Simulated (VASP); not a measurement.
Data:

```
YN
1.0
    1.73103     0.99941     2.82746
   -1.73103     0.99941     2.82746
    0.00000    -1.99882     2.82746
Y N
1 1
Cartesian
  0.00000   0.00000   6.36194
  0.00000   0.00000   2.12044
```

Computed with r2SCAN meta-GGA, VASP's PBE PAW potentials (set 64) (plane waves; VASP 6.6.1). Run with 520 eV cut-off, 10×10×10 Γ-centred mesh, tetrahedra with Blöchl corrections, potentials Y_sv N.

Q: Tabulate the total density of states (states/eV per cell) against energy (eV; zero at the valence-band maximum or, without a gap, the Fermi level).

A: 
```
E (eV) | DOS (states/eV)
    -9.92 |  0.00
    -9.56 |  0.00
    -9.20 |  0.00
    -8.84 |  0.00
    -8.48 |  0.00
    -8.12 |  0.00
    -7.76 |  0.00
    -7.40 |  0.00
    -7.04 |  0.00
    -6.68 |  0.00
    -6.32 |  0.00
    -5.96 |  0.00
    -5.60 |  0.00
    -5.24 |  0.00
    -4.88 |  0.00
    -4.52 |  0.00
    -4.16 |  0.00
    -3.80 | ## 0.26
    -3.44 | ##### 0.59
    -3.08 | ########### 1.33
    -2.84 | ########### 1.45
    -2.48 | ######## 1.06
    -2.12 | ################### 2.38
    -1.76 | ############################## 3.81
    -1.40 | ##################### 2.66
    -1.04 | ############## 1.84
    -0.68 | ######### 1.16
    -0.32 | ## 0.22
     0.04 |  0.00
     0.40 |  0.00
     0.76 |  0.01
     1.12 | # 0.09
     1.48 | # 0.18
     1.84 | ## 0.24
     2.20 | ### 0.32
     2.56 | ### 0.40
     2.92 | #### 0.47
     3.28 | ##### 0.62
     3.64 | ###### 0.77
     4.00 | ####### 0.85
```
Within 2 eV below the valence-band maximum the largest weight inside VASP's projection spheres is N p, then Y d.

The structure was generated: YN was put into the alpha-GeTe type (R3m), which need not be its known phase. It was relaxed first. The relaxed cell has space group Fm-3m.
